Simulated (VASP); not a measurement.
The system is HfPbO3.

```xyz
5
Lattice="4.1656 0.0000 0.0000 0.0000 4.1656 0.0000 0.0000 0.0000 4.1656" Properties=species:S:1:pos:R:3 pbc="T T T"
Hf    2.0828    2.0828    2.0828
Pb    0.0000    0.0000    0.0000
O     0.0000    2.0828    2.0828
O     2.0828    0.0000    2.0828
O     2.0828    2.0828    0.0000
```

The cell comes from a database or a generator and needn't be the stable form of this composition.

```yaml
Program: VASP 6.6.1
Task: relaxation of cell and atoms
Functional: LDA
Potentials_or_basis: VASP PAW LDA potentials, release 64 (Hf_pv, Pb_d, O)
Cutoff: 600 eV
k_mesh: 8 × 8 × 8
Occupations: gaussian, width 0.02 eV
Spin: no spin polarisation
```

At the start: pressure -11.1 GPa; volume 14.46 Å³/atom.

**Question.** How do energy, volume and symmetry change on relaxing?

**Answer.** Over 4 steps the energy falls by 34.5 meV/atom and the volume is 13.52 Å³/atom (-6.5 %); space group Pm-3m (No. 221, to 0.05 Å).

Step by step:
```tsv
step	energy change (eV)	largest force (eV/Å)	pressure (GPa)	volume (Å³)
1	0.0000	0.0000	-11.15	72.28
2	0.1253	0.0000	19.19	62.26
3	-0.1723	0.0000	-0.23	67.70
4	-0.1724	0.0000	-0.02	67.61
```

Final structure:
```cif
data_structure
_symmetry_space_group_name_H-M 'P 1'
_symmetry_Int_Tables_number 1
_cell_length_a 4.0739
_cell_length_b 4.0739
_cell_length_c 4.0739
_cell_angle_alpha 90.000
_cell_angle_beta 90.000
_cell_angle_gamma 90.000
_cell_volume 67.61
loop_
_atom_site_label
_atom_site_type_symbol
_atom_site_fract_x
_atom_site_fract_y
_atom_site_fract_z
_atom_site_occupancy
Hf1 Hf 0.50000 0.50000 0.50000 1
Pb1 Pb 0.00000 0.00000 0.00000 1
O1 O 0.00000 0.50000 0.50000 1
O2 O 0.50000 0.00000 0.50000 1
O3 O 0.50000 0.50000 0.00000 1
```
